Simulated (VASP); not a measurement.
# ZnGaP and the effect of the dispersion correction

The cell as given:

Symmetry: P-6m2, No. 187, hexagonal system. The conventional cell has a = 4.016 Å, b = 4.016 Å, c = 4.404 Å, α = 90.00°, β = 90.00°, γ = 120.00°. Around Zn (site symmetry -6m2) lie 3 P at 2.32 Å. Ga (site symmetry -6m2) has 6 Zn at 3.20 Å and 6 P at 3.20 Å as nearest neighbours. P (site symmetry -6m2) has 3 Zn at 2.32 Å as nearest neighbours.

The cell comes from a database or a generator and needn't be the stable form of this composition.

Kept alike: task relaxation of cell and atoms; functional PBEsol; k mesh 8 × 8 × 6; occupations fermi-dirac, width 0.05 eV; no spin polarisation. Program: VASP, PBE PAW files Ga_d, P, Zn, 600 eV. The mesh is that of the run's cell of 3 atoms. No spin-orbit coupling.

| dispersion correction | volume (Å³/atom) | first edge of the run's cell (Å) | third edge of the run's cell (Å) |
| --- | --- | --- | --- |
| D3(zero) | 18.601 | 3.938 | 4.155 |
| D3(BJ) | 18.060 | 3.930 | 4.050 |
| D4 | 18.416 | 3.938 | 4.113 |
| none | 19.054 | 3.959 | 4.211 |
| rVV10 (b = 20) | 18.914 | 3.958 | 4.183 |

The relaxations keep at least the cell's symmetry (P-6m2). For a metal such a mesh leaves the last digits unconverged. Relaxations stop with a little pressure left, so the last digits of a volume or edge aren't settled. All rows use potentials made for PBE.

The volume runs from 18.060 (D3(BJ)) to 19.054 Å³/atom (none). Against no correction: D3(zero) -2.4 %; D3(BJ) -5.2 %; D4 -3.3 %; rVV10 (b = 20) -0.7 %. Dispersion terms mostly attract and so lower the volume; the schemes' coefficients and damping set how far. The first edge of the run's cell runs from 3.930 (D3(BJ)) to 3.959 Å (none). The third edge of the run's cell runs from 4.050 (D3(BJ)) to 4.211 Å (none).
